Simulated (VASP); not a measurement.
# LiBe16 (a cell with a defect) in VASP: notebook, part 4 of 4

VASP 6.6.1. Earlier steps stand in the parts before.

**7. Single point, LDA**

INCAR reads:

```
PREC     = Accurate       # precision mode
ENCUT    = 520            # plane-wave cutoff, eV
EDIFF    = 1E-6           # SCF threshold, eV
ISMEAR   = 0              # smearing method
SIGMA    = 0.1            # smearing width, eV
LREAL    = Auto         
LASPH    = T              # aspherical terms in the spheres
NELM     = 60             # most SCF steps
ALGO     = Fast           # electronic algorithm
ISIF     = 2              # what is computed and relaxed
LWAVE    = F              # write WAVECAR
LCHARG   = F              # write CHGCAR
NBANDS   = 32             # bands
```

KPOINTS reads:

```
regular mesh
0
Gamma
  4 4 3
```

POSCAR reads:

```
LiBe16
1.0
   -2.2900000000     -3.9663960000      0.0000000000
    3.4350000000     -1.9831980000      0.0000000000
    0.0000000000      0.0000000000      7.1768600000
Be Li
16 1
Direct
    0.7599680459      0.4917420160     -0.0024570634
    0.4917714498      0.2898342417      0.2430489100
    0.7599724513      0.4917513576      0.4885403923
    0.5225413967      0.5014753416      0.7430462626
    0.4821506567     -0.0746145549     -0.0041221370
    0.2332675498      0.7841635194      0.2430470986
    0.4821524546     -0.0746453796      0.4902118754
    0.3119538869      1.1133247164      0.7430508607
    0.2444090537      0.4275871129     -0.0034653038
   -0.0105012565      0.2996186674      0.2430381810
    0.2443977982      0.4275702934      0.4895555995
   -0.0740677140      0.2933044934      0.7430359517
   -0.0124523828     -0.0136713120     -0.0020531263
    0.7373251530      0.8060190976      0.2430408284
   -0.0124581631     -0.0136542048      0.4881527576
    0.7188871116      0.8922528342      0.7430458446
    0.1235286337      0.7041518402      0.7430720399
```

Potentials or basis: VASP PAW LDA potentials, release 64 (Be, Li_sv).

Run with:

```console
> cat potpaw_LDA.64/Be/POTCAR potpaw_LDA.64/Li_sv/POTCAR > POTCAR
> mpirun -np 1 vasp_std > vasp.out
```

OUTCAR:

```text
PREC = Accurate
   ENCUT = 520
   EDIFF = 1E-6
   ISMEAR = 0
   LREAL = Auto
   LASPH = T
   NELM = 60
   ISIF = 2

 ion  position               nearest neighbor table
   1  0.760  0.492  0.998-   4 2.13  12 2.13   5 2.14  14 2.16  10 2.19  13 2.22   9 2.23  13 2.26
                             2 2.29   9 2.37
   2  0.492  0.290  0.243-  11 2.17   9 2.17  14 2.22  10 2.28   5 2.29   7 2.29   6 2.29   3 2.29
                             1 2.29  10 2.30   6 2.33  14 2.34
   3  0.760  0.492  0.489-   4 2.13  12 2.13   7 2.14  14 2.16  10 2.19  15 2.22  11 2.23  15 2.26
                             2 2.29  11 2.38
   4  0.523  0.501  0.743-  16 1.79   8 1.82  17 2.00  12 2.02   1 2.13   3 2.13   9 2.24  11 2.24
[... 17 lines left out ...]
  13  0.988  0.986  0.998-   9 2.11  10 2.15  12 2.22  14 2.22   1 2.22  17 2.23  16 2.24   6 2.24
                             1 2.26   5 2.28   5 2.33
  14  0.737  0.806  0.243-   3 2.16   1 2.16   5 2.18   7 2.18  13 2.22  15 2.22   2 2.22   6 2.27
                            10 2.27   6 2.31  10 2.32   2 2.34
  15  0.988  0.986  0.488-  11 2.11  10 2.15  12 2.22  14 2.22   3 2.22  17 2.23  16 2.24   6 2.24
                             3 2.26   7 2.28   7 2.33
  16  0.719  0.892  0.743-   4 1.79  12 1.85  17 2.00   8 2.06   5 2.12   7 2.12  15 2.24  13 2.24

[... 231 lines left out ...]
      3      -2.2409      2.00000
      4      -1.9966      2.00000
      5       0.7948      2.00000
      6       0.9635      2.00000
[... 757 lines left out ...]
     28      13.0221      0.00000
     29      13.1431      0.00000

 [... further k-points ...]

 [bands above 29 left out]

------------------------ aborting loop because EDIFF is reached ----------------------------------------

  FORCE on cell =-STRESS in cart. coord.  units (eV):
  Direction    XX          YY          ZZ          XY          YZ          ZX
  --------------------------------------------------------------------------------------
  -------------------------------------------------------------------------------------
  Total        5.8136668     10.6890127     -2.2062050     -5.2275359     -0.0000042     -0.0006170
  in kB       71.4438248    131.3566760    -27.1119289    -64.2408955     -0.0000511     -0.0075828
  external PRESSURE =      58.5628573 kB  Pullay stress =       0.0000000 kB

 VOLUME and BASIS-vectors are now :
 -----------------------------------------------------------------------------
  energy-cutoff  :      520.00
  volume of cell :      130.38
      direct lattice vectors                 reciprocal lattice vectors
    -2.290000000 -3.966396000  0.000000000    -0.109170306 -0.189088533  0.000000000
     3.435000000 -1.983198000  0.000000000     0.218340611 -0.126059022  0.000000000
     0.000000000  0.000000000  7.176860000     0.000000000  0.000000000  0.139336702

 POSITION                                       TOTAL-FORCE (eV/Angst)
 -----------------------------------------------------------------------------------
     -0.05119     -3.98956      7.15923         0.001051      0.001987      0.002078
     -0.13058     -2.52536      1.74433        -0.000638     -0.000445      0.000366
     -0.05117     -3.98959      3.50619         0.000849      0.001864     -0.001676
      0.52595     -3.06713      5.33274        -0.001256     -0.001121     -0.000083
      2.07457     -3.74762      7.14728        -0.000293     -0.004241      0.006911
      2.15942     -2.48038      1.74432         0.005078     -0.003198      0.000687
[... 9 lines left out ...]
      1.41864     -4.62091      5.33274         0.006688      0.001030      0.000060
      2.13588     -1.88644      5.33292        -0.000854      0.001826     -0.003664
 -----------------------------------------------------------------------------------
    total drift:                               -0.004622      0.009578     -0.002582

  FREE ENERGIE OF THE ION-ELECTRON SYSTEM (eV)
  ---------------------------------------------------
  free  energy   TOTEN  =       -65.0610276539 eV

  energy  without entropy=      -65.0405588756  energy(sigma->0) =      -65.05079326
```

OSZICAR:

```text
N       E                     dE             d eps       ncg     rms          rms(c)
DAV:   1     0.548121263939E+02    0.54812E+02   -0.13879E+04  1664   0.967E+02
DAV:   2    -0.585158968482E+02   -0.11333E+03   -0.10674E+03  2048   0.178E+02
DAV:   3    -0.666495061156E+02   -0.81336E+01   -0.79816E+01  2816   0.368E+01
DAV:   4    -0.668919420057E+02   -0.24244E+00   -0.24105E+00  2280   0.554E+00
DAV:   5    -0.668956463234E+02   -0.37043E-02   -0.37039E-02  2328   0.668E-01    0.507E+00
RMM:   6    -0.652539451400E+02    0.16417E+01   -0.17863E+00  2014   0.334E+00    0.239E+00
RMM:   7    -0.651134941914E+02    0.14045E+00   -0.18041E-01  2414   0.154E+00    0.142E+00
RMM:   8    -0.650600153654E+02    0.53479E-01   -0.75361E-02  2512   0.998E-01    0.312E-01
RMM:   9    -0.650603333231E+02   -0.31796E-03   -0.19656E-02  2765   0.507E-01    0.101E-01
RMM:  10    -0.650608539118E+02   -0.52059E-03   -0.54840E-03  2976   0.243E-01    0.977E-02
RMM:  11    -0.650609750464E+02   -0.12113E-03   -0.15778E-03  3014   0.128E-01    0.775E-02
RMM:  12    -0.650609865614E+02   -0.11515E-04   -0.52539E-04  2794   0.850E-02    0.244E-02
RMM:  13    -0.650610063527E+02   -0.19791E-04   -0.27150E-04  2928   0.570E-02    0.855E-03
RMM:  14    -0.650610173463E+02   -0.10994E-04   -0.11035E-04  3010   0.335E-02    0.349E-03
RMM:  15    -0.650610226640E+02   -0.53177E-05   -0.50143E-05  2728   0.208E-02    0.297E-03
RMM:  16    -0.650610253138E+02   -0.26498E-05   -0.27004E-05  2525   0.146E-02    0.733E-04
RMM:  17    -0.650610268153E+02   -0.15015E-05   -0.15312E-05  2214   0.110E-02    0.206E-04
RMM:  18    -0.650610276539E+02   -0.83861E-06   -0.89647E-06  2044   0.898E-03
   1 F= -.65061028E+02 E0= -.65050793E+02  d E =-.204688E-01
```

Wall time 2 min (1 thread of Intel Xeon 6975P-C (Granite Rapids), shared host); peak memory 0.21 GiB.

Results:

* Free energy: -65.0610 eV
* Largest force: 0.008 eV/Å
* Band gap on the k mesh: none (metal or under the smearing width)

Forces in eV/Å, atoms in the order of the input:
```
Be   0.001  0.002  0.002
Be  -0.001  0.000  0.000
Be   0.001  0.002 -0.002
Be  -0.001 -0.001  0.000
Be   0.000 -0.004  0.007
Be   0.005 -0.003  0.001
Be   0.000 -0.005 -0.006
Be  -0.002  0.001  0.000
Be   0.002 -0.002  0.006
Be  -0.001  0.001  0.000
Be   0.002 -0.003 -0.005
Be  -0.006  0.005  0.000
Be   0.000  0.003  0.002
Be  -0.005 -0.002  0.001
Be  -0.001  0.004 -0.003
Be   0.007  0.001  0.000
Li  -0.001  0.002 -0.004
```

Caveat: the k mesh is coarse (spacing up to 0.40 Å⁻¹), so the values aren't converged; the cutoff is under 1.25 times the usual one of these potentials, so pressure, stress and relaxed cells hold a basis-set (Pulay) error.
